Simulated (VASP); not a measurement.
A convergence study with VASP on MgO (space group Fm-3m): one setting is varied, all else stays as given below, so the limit is that of these other settings.

```
MgO
1.0
    0.00000     2.09869     2.09869
    2.09869     0.00000     2.09869
    2.09869     2.09869     0.00000
Mg O
1 1
Direct
  0.00000   0.00000   0.00000
  0.50000   0.50000   0.50000
```

Calculation: PBE GGA, VASP's PBE PAW potentials (set 64) (plane waves; VASP). The tightest run used: 400 eV cut-off, 10×10×10 Γ-centred mesh, Gaussian smearing of 0.010 eV, potentials Mg O.

```json
[
 {"setting": "4×4×4 mesh", "mean ε∞": "3.32", "irreducible k-points": "8"},
 {"setting": "5×5×5 mesh", "mean ε∞": "3.18", "irreducible k-points": "10"},
 {"setting": "6×6×6 mesh", "mean ε∞": "3.13", "irreducible k-points": "16"}
]
```

Task: These are the cheaper rows. Estimate the results at 10×10×10 mesh, and how far the last row shown lies from them.

Result: 
```
quantity  tightest run  last row shown is off by
--------  ------------  ------------------------
mean ε∞           3.11                      0.02
```

Left out are rungs that failed or repeat a setting and relaxations that didn't move; long series are thinned to 24 rows.

The structure is a typed MgO crystal (space group no. 225). The cell was not relaxed at this level.
